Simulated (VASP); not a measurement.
PtSe2: energy against strain

PtSe2 (1T layered, P-3m1, 19.936 Å³/atom and stress up to 0.20 GPa in the relaxed cell, c along z) under an equal strain ε along x and y, with z held. PBEsol in VASP (plane waves, PAW), 480 eV, 10×10×6 Γ-centred mesh, Methfessel-Paxton smearing 0.10 eV; ions are relaxed, or left where forces stay under 0.02 eV/Å, within the symmetry of each cell. Against the start cell, which lies near the measured one, the relaxed cell differs by -2.3 % in volume and -3.6 % in c; the values below rest on it.

Here s stands for strain and y for E less E0.

| strain (%) | E less E0 (meV/atom) |
|---|---|
| -3.00 | ? |
| -1.50 | 7.91 |
| -1.00 | 3.65 |
| -0.50 | 1.03 |
| 0.00 | 0.00 |
| 0.50 | 0.51 |
| 1.00 | 2.54 |
| 1.50 | 6.03 |

Task: Fit y against s with a parabola, and predict the withheld value at s = -3.00.

Result: Least squares gives y = -0.003 - 0.5986·s + 3.0990·s². Residuals (row less fit): 0.042, -0.045, -0.041, 0.003, 0.038, 0.043, -0.042; standard error 0.051 (degrees of freedom: 4). Twice the quadratic coefficient over the volume, 2 × 3.0990 meV × 10⁴ × 0.1602 / 19.936 Å³, is the elastic constants 2(C11 + C12) = 498 ± 4 GPa (± standard error of the fit, which holds the terms cut off). At the withheld row, y = -0.003 - 0.5986 × (-3.0) + 3.0990 × (-3.0)² = 29.684 meV/atom. The calculation gives 30.95 meV/atom, 1.266 meV/atom above the prediction (4.1 % of the range of y in the table). The row lies outside the fitted rows, so this is an extrapolation. From the scatter of the fitted rows alone, a prediction at this place has a standard error of 0.195 meV/atom, so the miss is 6.5 times that.

A polynomial of degree 3 through the 12 other runs of the series gives 31.01 there, so most of the miss is curvature that the fit leaves out. This level leaves no gap over 0.05 eV at strain -3.00, -1.50, -1.00, -0.50, 0.00, 0.50, 1.00, 1.50 %. Spin-orbit coupling is left out, which can shift these values for the heavy elements here. For PtSe2: without a dispersion term in the relaxation, distances and binding between the weakly bound layers, chains or molecules are unreliable, and so is what depends on them. Rows are the converged runs of the series near zero and its far end, less any whose ions stayed unrelaxed beside relaxed ones; series whose fitted rows scatter by over a few per cent of the range, as at a crossing or softening among them, aren't shown in this form. Most that stay on the fit to the last digits aren't either.
